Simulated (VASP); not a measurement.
Here is the system:

```
InP
1.0
    4.14964     0.00000     0.00000
   -2.07482     3.59369     0.00000
    0.00000     0.00000     6.80462
In P
2 2
Direct
  0.66667   0.33333   0.50010
  0.33333   0.66667   0.00010
  0.66667   0.33333   0.87490
  0.33333   0.66667   0.37490
```

Method: PBEsol GGA, VASP's PBE PAW potentials (set 64) (plane waves; VASP). Numerical set-up: 400 eV cut-off, 7×7×4 Γ-centred mesh, tetrahedra with Blöchl corrections, potentials In_d P.

Estimate the energy per atom (σ→0).

| Item | Value |
|---|---|
| energy per atom (σ→0) | -441.2 kJ/mol of atoms |

The structure comes from a computed database's InP entry (P6_3mc); how it stands against other phases isn't given here. It was relaxed first.
